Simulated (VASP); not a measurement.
Runs of VASP 6.6.1 on TiB2. Symmetry: P6/mmm, No. 191, hexagonal system. Conventional cell: a = 3.019 Å, b = 3.019 Å, c = 3.185 Å, α = 90.00°, β = 90.00°, γ = 120.00°. Ti (site symmetry 6/mmm) is surrounded by 12 B at 2.36 Å. B (site symmetry -6m2) is surrounded by 3 B at 1.74 Å. The cell is a database's computed one.

| level | potentials or basis | k mesh | cutoff (eV) | smearing | further INCAR settings | gap on the mesh (eV) | pressure (GPa) |
| --- | --- | --- | --- | --- | --- | --- | --- |
| PBEsol | VASP PAW PBE potentials, release 64 (Ti_sv, B) | 24 × 24 × 20 | 520 | gaussian 0.1 eV | ALGO = Fast; EDIFF = 1e-07 | none | 0.1 |
| PBEsol | VASP PAW PBE potentials, release 64 (Ti_sv, B_h) | 15 × 15 × 14 | 900 | gaussian 0.1 eV | ALGO = Fast; EDIFF = 1e-07 | none | -0.1 |
| r2SCAN | VASP PAW PBE potentials, release 64 (Ti_sv, B) | 15 × 15 × 14 | 520 | gaussian 0.1 eV | ALGO = Normal; EDIFF = 1e-07 | none | (a) |
| PBEsol | VASP PAW PBE potentials, release 64 (Ti_sv, B) | 15 × 15 × 14 | 700 | gaussian 0.1 eV | ALGO = Fast; EDIFF = 1e-07 | none | 0.1 |
| PBEsol | VASP PAW PBE potentials, release 64 (Ti_sv, B) | 15 × 15 × 14 | 520 | gaussian 0.5 eV | ALGO = Fast; EDIFF = 1e-07 | none | 0.3 |

Alike in all rows: task single point; no spin polarisation; cell as given.

**Question.** Estimate the missing entries.

**Answer.** (a) 4.7.

Caveats: the PAW data sets were made with another functional, which shifts forces and pressure a little.

A k mesh can miss the band edges.

A gap of «none» marks a metal or a gap under the smearing width.

Not every run made on this cell is shown here.
